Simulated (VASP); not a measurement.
Output of a VASP run:

OUTCAR:
```
 ion  position               nearest neighbor table
   1  0.000  0.000  0.000-   2 2.34   3 2.34   3 2.34   3 2.34   3 2.34   2 2.34   2 2.34   2 2.34
  LATTYP: Found a face centered cubic cell.
 ALAT       =     5.4006999406
 Subroutine PRICEL returns:
 Original cell was already a primitive cell.
 Subroutine GETGRP returns: Found 48 space group operations
The static configuration has the point symmetry O_h .
The dynamic configuration has the point symmetry O_h .
 Subroutine INISYM returns: Found 48 space group operations
 Subroutine IBZKPT returns following result:
 Found     47 irreducible k-points:

 Following reciprocal coordinates:
            Coordinates               Weight
  0.000000  0.000000  0.000000      1.000000
  0.100000  0.000000  0.000000      8.000000
  0.200000  0.000000  0.000000      8.000000
  0.300000  0.000000  0.000000      8.000000
  0.400000  0.000000  0.000000      8.000000
  0.500000  0.000000  0.000000      4.000000
  0.100000  0.100000  0.000000      6.000000
  0.200000  0.100000  0.000000     24.000000
  0.300000  0.100000  0.000000     24.000000
  0.400000  0.100000  0.000000     24.000000
  0.500000  0.100000  0.000000     24.000000
 -0.400000  0.100000  0.000000     24.000000
 -0.300000  0.100000  0.000000     24.000000
 -0.200000  0.100000  0.000000     24.000000
 -0.100000  0.100000  0.000000     12.000000
  0.200000  0.200000  0.000000      6.000000
  0.300000  0.200000  0.000000     24.000000
  0.400000  0.200000  0.000000     24.000000
  0.500000  0.200000  0.000000     24.000000
 -0.400000  0.200000  0.000000     24.000000
 -0.300000  0.200000  0.000000     24.000000
 -0.200000  0.200000  0.000000     12.000000
  0.300000  0.300000  0.000000      6.000000
  0.400000  0.300000  0.000000     24.000000
  0.500000  0.300000  0.000000     24.000000
 -0.400000  0.300000  0.000000     24.000000
 -0.300000  0.300000  0.000000     12.000000
  0.400000  0.400000  0.000000      6.000000
  0.500000  0.400000  0.000000     24.000000
 -0.400000  0.400000  0.000000     12.000000
  0.500000  0.500000  0.000000      3.000000
  0.300000  0.200000  0.100000     24.000000
  0.400000  0.200000  0.100000     48.000000
  0.500000  0.200000  0.100000     48.000000
 -0.400000  0.200000  0.100000     24.000000
  0.400000  0.300000  0.100000     24.000000
  0.500000  0.300000  0.100000     48.000000
 -0.400000  0.300000  0.100000     48.000000
 -0.300000  0.300000  0.100000     48.000000
 -0.200000  0.300000  0.100000     24.000000
   k-points           NKPTS =     47   k-points in BZ     NKDIM =     47   number of bands    NBANDS=     12
   number of dos      NEDOS =    301   number of ions     NIONS =      3
   total plane-waves  NPLWV =  21952
   dimension x,y,z NGX =    28 NGY =   28 NGZ =   28
   dimension x,y,z NGXF=    56 NGYF=   56 NGZF=   56
   ions per type =               1   2
   PREC   = accura    normal or accurate (medium, high low for compatibility)
   ISTART =      0    job   : 0-new  1-cont  2-samecut
   ICHARG =      2    charge: 1-file 2-atom 10-const
   ISPIN  =      1    spin polarized calculation?
   LNONCOLLINEAR =      F non collinear calculations
   LSORBIT =      F    spin-orbit coupling
   INIWAV =      1    electr: 0-lowe 1-rand  2-diag
   ENCUT  =  520.0 eV  38.22 Ry    6.18 a.u.   7.10  7.10  7.10*2*pi/ulx,y,z
   NELM   =    100;   NELMIN=  2; NELMDL= -5     # of ELM steps
   EDIFF  = 0.1E-06   stopping-criterion for ELM
   LREAL  =      F    real-space projection
   NLSPLINE    = F    spline interpolate recip. space projectors
   LMAXMIX     =    4 max onsite mixed and CHGCAR
   VOSKOWN=      0    Vosko Wilk Nusair interpolation
   EDIFFG = 0.1E-05   stopping-criterion for IOM
   NSW    =      0    number of steps for IOM
   NBLOCK =      1;   KBLOCK =      1    inner block; outer block
   IBRION =     -1    ionic relax: 0-MD 1-quasi-New 2-CG
   NFREE  =      0    steps in history (QN), initial steepest desc. (CG)
...
```

OSZICAR:
```
       N       E                     dE             d eps       ncg     rms          rms(c)
DAV:   1     0.763624048418E+02    0.76362E+02   -0.71692E+03  1128   0.135E+03
DAV:   2    -0.119505862475E+02   -0.88313E+02   -0.82688E+02  1144   0.257E+02
DAV:   3    -0.162719393198E+02   -0.43214E+01   -0.41677E+01  1464   0.654E+01
DAV:   4    -0.163723053014E+02   -0.10037E+00   -0.10016E+00  1316   0.962E+00
DAV:   5    -0.163756811930E+02   -0.33759E-02   -0.33750E-02  1564   0.183E+00    0.134E+01
DAV:   6    -0.197919343288E+02   -0.34163E+01   -0.37851E+01  1472   0.130E+02    0.173E+01
DAV:   7    -0.151058083060E+02    0.46861E+01   -0.15865E+01  1528   0.103E+02    0.314E+00
DAV:   8    -0.151268140838E+02   -0.21006E-01   -0.94123E-01  1348   0.811E+00    0.179E+00
DAV:   9    -0.150952079249E+02    0.31606E-01   -0.99446E-02  1440   0.670E+00    0.396E-01
DAV:  10    -0.150950626633E+02    0.14526E-03   -0.55799E-03  1412   0.937E-01    0.782E-02
DAV:  11    -0.150950174199E+02    0.45243E-04   -0.36785E-04  1720   0.348E-01    0.403E-02
DAV:  12    -0.150950266081E+02   -0.91882E-05   -0.24242E-05  1248   0.533E-02    0.208E-02
DAV:  13    -0.150950255183E+02    0.10898E-05   -0.31293E-06  1724   0.169E-02    0.432E-03
DAV:  14    -0.150950255553E+02   -0.37013E-07   -0.40126E-07  1244   0.856E-03
   1 F= -.15095026E+02 E0= -.15095378E+02  d E =0.105680E-02
```

### OUTCAR
```
------------------------ aborting loop because EDIFF is reached ----------------------------------------
  FORCE on cell =-STRESS in cart. coord.  units (eV):
  Direction    XX          YY          ZZ          XY          YZ          ZX
  --------------------------------------------------------------------------------------
  Total       -1.2859763     -1.2859763     -1.2859763     -0.0000000      0.0000000     -0.0000000
  in kB      -52.3182704    -52.3182704    -52.3182704     -0.0000000      0.0000000     -0.0000000
  external PRESSURE =     -52.3182704 kB  Pullay stress =       0.0000000 kB
  volume of cell :       39.38
      direct lattice vectors                 reciprocal lattice vectors
     0.000000000  2.700349970  2.700349970    -0.185161185  0.185161185  0.185161185
     2.700349970  0.000000000  2.700349970     0.185161185 -0.185161185  0.185161185
     2.700349970  2.700349970  0.000000000     0.185161185  0.185161185 -0.185161185
 POSITION                                       TOTAL-FORCE (eV/Angst)
 -----------------------------------------------------------------------------------
      0.00000      0.00000      0.00000        -0.000000      0.000000     -0.000000
      1.35017      1.35017      1.35017        -0.000000     -0.000000     -0.000000
      4.05052      4.05052      4.05052         0.000000      0.000000      0.000000
 -----------------------------------------------------------------------------------
    total drift:                               -0.000000     -0.000000      0.000000
  FREE ENERGIE OF THE ION-ELECTRON SYSTEM (eV)
  ---------------------------------------------------
  free  energy   TOTEN  =       -15.0950255553 eV

  energy  without entropy=      -15.0960823595  energy(sigma->0) =      -15.09537782
```
(Selected blocks of OUTCAR.)

**POSCAR**
```
CoSi2
1
    0.0000000000     2.7003499703     2.7003499703
    2.7003499703     0.0000000000     2.7003499703
    2.7003499703     2.7003499703     0.0000000000
Co Si
1 2
Direct
  0.0000000000   0.0000000000   0.0000000000
  0.2500000000   0.2500000000   0.2500000000
  0.7500000000   0.7500000000   0.7500000000
```

Problem. Reconstruct the remaining input files.

Solution. This is not unique; one that fits is the input of the run itself, rev-vdW-DF2, plane waves, VASP's PBE PAW potentials (set 64).

INCAR:
```
SYSTEM = CoSi2
PREC = Accurate
ENCUT = 520
EDIFF = 1E-7
NELM = 100
ALGO = Normal
LREAL = .FALSE.
LASPH = .TRUE.
ISMEAR = 1
SIGMA = 0.1
GGA = MK
PARAM1 = 0.1234568
PARAM2 = 0.7114
ZAB_VDW = -1.8867
LUSE_VDW = .TRUE.
AGGAC = 0.0
LMAXMIX = 4
LWAVE = .FALSE.
LCHARG = .FALSE.
ISIF = 2
```

KPOINTS:
```
Automatic mesh
0
Gamma
10 10 10
0 0 0
```

POTCAR, in this order: Co Si (PBE.64 set). Program: vasp_std.

The compound is CoSi2 in the fluorite structure. This cell is one point of a volume scan, at 1.03 of the reference volume. The run is not spin-polarised, so no magnetic state was tried. The electron count is odd and the run is not spin-polarised, which forces a metal.
